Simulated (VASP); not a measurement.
The input files of a VASP run:

**KPOINTS**
```
Automatic mesh
0
Gamma
8 8 7
0 0 0
```

INCAR:
```
SYSTEM = BiSb
PREC = Accurate
ENCUT = 400
EDIFF = 1E-6
NELM = 100
ALGO = Normal
LREAL = .FALSE.
LASPH = .TRUE.
ISMEAR = 1
SIGMA = 0.1
GGA = PE
LMAXMIX = 4
LWAVE = .FALSE.
LCHARG = .FALSE.
ISIF = 2
LSORBIT = .TRUE.
MAGMOM = 0 0 0 0 0 0
GGA_COMPAT = .FALSE.
```

**POSCAR**
```
BiSb
1
    4.2431760000     0.0000000000     0.0000000000
   -2.1215880000     3.6746980000     0.0000000000
    0.0000000000     0.0000000000     4.1411290000
Bi Sb
1 1
Direct
  0.0000000000   0.0000000000   0.0000000000
  0.6666670000   0.3333330000   0.5000000000
```

POTCAR, in this order: Bi_d Sb (PBE.64 set). Program: vasp_std.

The run wrote:

### standard output
```
 POSCAR found type information on POSCAR BiSb
 POSCAR found :  2 types and       2 ions
 Reading from existing POTCAR

 -----------------------------------------------------------------------------
|                                                                             |
|     EEEEEEE  RRRRRR   RRRRRR   OOOOOOO  RRRRRR      ###     ###     ###     |
|     E        R     R  R     R  O     O  R     R     ###     ###     ###     |
|     E        R     R  R     R  O     O  R     R     ###     ###     ###     |
|     EEEEE    RRRRRR   RRRRRR   O     O  RRRRRR       #       #       #      |
|     E        R   R    R   R    O     O  R   R                               |
|     E        R    R   R    R   O     O  R    R      ###     ###     ###     |
|     EEEEEEE  R     R  R     R  OOOOOOO  R     R     ###     ###     ###     |
|                                                                             |
|     ERROR: Noncollinear calculations require that VASP is compiled          |
|     without the flag -DNGXhalf and-DNGZhalf.                                |
|     You probably tried to run a noncollinear calculation                    |
|     (LNONCOLLINEAR=T) with the executable vasp_std. Use vasp_ncl            |
|     instead!                                                                |
|                                                                             |
|       ---->  I REFUSE TO CONTINUE WITH THIS SICK JOB ... BYE!!! <----       |
|                                                                             |
 -----------------------------------------------------------------------------
```

**Question.** Read the log: what went wrong, and how is it fixed?

**Answer.** The cause: LSORBIT needs the non-collinear program vasp_ncl. VASP stops with an error: ERROR: Noncollinear calculations require that VASP is compiled without the flag -DNGXhalf and-DNGZhalf. You probably tried to run a noncollinear calculation (LNONCOLLINEAR=T) with the executable vasp_std. Use vasp_ncl instead! ----> I REFUSE TO CONTINUE WITH THIS SICK JOB ... BYE!!! <---- To mend it, run vasp_ncl.

The mended run (PBE GGA with spin-orbit coupling, plane waves, VASP's PBE PAW potentials (set 64)) converges, and its OSZICAR ends with
```
   1 F= -.86410817E+01 E0= -.86405945E+01  d E =-.146171E-02  mag=     0.0000    -0.0000     0.0000
```

The structure was generated: BiSb was put into the WC type (P-6m2), which need not be its known phase. The cell was not relaxed at this level.
